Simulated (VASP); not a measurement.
All values below come from PBE GGA, VASP's PBE PAW potentials (set 64) (plane waves; VASP).

A VASP calculation is set up with these files.

File POSCAR:
```
Ni3Fe
1
    3.5437987551     0.0000000000    -0.0000000000
    0.0000000000     3.5437987551     0.0000000000
   -0.0000000000     0.0000000000     3.5437987551
Fe Ni
1 3
Direct
  0.0000000000   0.0000000000   0.0000000000
  0.0000000000   0.5000000000   0.5000000000
  0.5000000000   0.0000000000   0.5000000000
  0.5000000000   0.5000000000   0.0000000000
```

INCAR:
```
ISPIN  =  2
LASPH  =  .TRUE.
LREAL  =  .FALSE.
LORBIT  =  11
LEFG  =  .TRUE.
NEDOS  =  601   ! DOS grid
SYSTEM  =  Ni3Fe
LCHARG  =  .TRUE.
MAGMOM  =  2.9 0.6 0.6 0.6
PREC  =  Accurate
ISMEAR  =  -5
ALGO  =  Normal
ENCUT  =  520   ! plane-wave cut-off (eV)
EDIFF  =  1E-7   ! SCF stop (eV)
ISIF  =  2   ! forces and stress, cell fixed
GGA  =  PE
LWAVE  =  .FALSE.
NELM  =  100   ! most electronic steps
LMAXMIX  =  4   ! l cut-off of mixed one-centre charges
```

File KPOINTS:
```
kpoints
0
gamma
  10 10 10
```

POTCAR, in this order: Fe Ni (PBE.64 set). Program: vasp_std.

Output

**OSZICAR**
```
       N       E                     dE             d eps       ncg     rms          rms(c)
DAV:   1     0.242471731504E+03    0.24247E+03   -0.17501E+04  5760   0.213E+03
DAV:   2    -0.148325077432E+02   -0.25730E+03   -0.24912E+03  5628   0.373E+02
DAV:   3    -0.289477729922E+02   -0.14115E+02   -0.13363E+02  5800   0.120E+02
DAV:   4    -0.291802782190E+02   -0.23251E+00   -0.23118E+00  5943   0.158E+01
DAV:   5    -0.291862951042E+02   -0.60169E-02   -0.60112E-02  7932   0.211E+00    0.206E+01
DAV:   6    -0.266883817692E+02    0.24979E+01   -0.43515E+01  5946   0.103E+02    0.230E+01
DAV:   7    -0.298742362182E+02   -0.31859E+01   -0.27483E+01  6824   0.130E+02    0.276E+01
DAV:   8    -0.248288992716E+02    0.50453E+01   -0.18159E+01  6930   0.583E+01    0.642E+00
DAV:   9    -0.250264482426E+02   -0.19755E+00   -0.80940E-01  6280   0.117E+01    0.352E+00
DAV:  10    -0.250005120826E+02    0.25936E-01   -0.16382E-01  7816   0.935E+00    0.163E+00
DAV:  11    -0.249963504014E+02    0.41617E-02   -0.46811E-02  8420   0.316E+00    0.118E+00
DAV:  12    -0.249989331992E+02   -0.25828E-02   -0.69011E-03  6671   0.209E+00    0.386E-01
DAV:  13    -0.249988106891E+02    0.12251E-03   -0.26133E-03  8106   0.877E-01    0.797E-02
DAV:  14    -0.249987173168E+02    0.93372E-04   -0.40000E-04  7718   0.248E-01    0.152E-01
DAV:  15    -0.249987562370E+02   -0.38920E-04   -0.17143E-04  6721   0.375E-01    0.264E-02
DAV:  16    -0.249987493078E+02    0.69292E-05   -0.22898E-05  7002   0.637E-02    0.345E-02
DAV:  17    -0.249987647347E+02   -0.15427E-04   -0.55939E-06  7187   0.648E-02    0.679E-03
DAV:  18    -0.249987673617E+02   -0.26271E-05   -0.18282E-06  6743   0.176E-02    0.226E-03
DAV:  19    -0.249987683359E+02   -0.97422E-06   -0.14553E-07  3479   0.496E-03    0.502E-04
DAV:  20    -0.249987683869E+02   -0.50994E-07   -0.36629E-08  3026   0.246E-03
   1 F= -.24998768E+02 E0= -.24998768E+02  d E =0.000000E+00  mag=     4.7091
```

### OUTCAR
```
------------------------ aborting loop because EDIFF is reached ----------------------------------------
  FORCE on cell =-STRESS in cart. coord.  units (eV):
  Direction    XX          YY          ZZ          XY          YZ          ZX
  --------------------------------------------------------------------------------------
  Total       -0.0652371     -0.0652371     -0.0652371      0.0000000     -0.0000000      0.0000000
  in kB       -2.3485416     -2.3485416     -2.3485416      0.0000000     -0.0000000      0.0000000
  external PRESSURE =      -2.3485416 kB  Pullay stress =       0.0000000 kB
  volume of cell :       44.50
      direct lattice vectors                 reciprocal lattice vectors
     3.543798755  0.000000000  0.000000000     0.282183067  0.000000000  0.000000000
     0.000000000  3.543798755  0.000000000     0.000000000  0.282183067  0.000000000
     0.000000000  0.000000000  3.543798755     0.000000000  0.000000000  0.282183067
 POSITION                                       TOTAL-FORCE (eV/Angst)
 -----------------------------------------------------------------------------------
      0.00000      0.00000      0.00000         0.000000      0.000000      0.000000
      0.00000      1.77190      1.77190         0.000000      0.000000      0.000000
      1.77190      0.00000      1.77190         0.000000      0.000000      0.000000
      1.77190      1.77190      0.00000         0.000000      0.000000      0.000000
 -----------------------------------------------------------------------------------
    total drift:                                0.000000      0.000000      0.000000
  FREE ENERGIE OF THE ION-ELECTRON SYSTEM (eV)
  ---------------------------------------------------
  free  energy   TOTEN  =       -24.9987683869 eV

  energy  without entropy=      -24.9987683869  energy(sigma->0) =      -24.99876839

 total charge

# of ion       s       p       d       tot
------------------------------------------
    1        0.475   0.501   6.113   7.089
    2        0.503   0.509   8.326   9.338
    3        0.503   0.509   8.326   9.338
    4        0.503   0.509   8.326   9.338
--------------------------------------------------
tot          1.982   2.029  31.091  35.102

 magnetization (x)

# of ion       s       p       d       tot
------------------------------------------
    1        0.012  -0.001   2.887   2.899
    2       -0.016  -0.044   0.675   0.614
    3       -0.016  -0.044   0.675   0.614
    4       -0.016  -0.044   0.675   0.614
--------------------------------------------------
tot         -0.037  -0.134   4.911   4.740
```
(Selected blocks of OUTCAR.)

For a metal the tetrahedron method with Blöchl corrections gives inexact stress and forces.

The compound is Ni3Fe in the L1_2 structure. It was relaxed first.
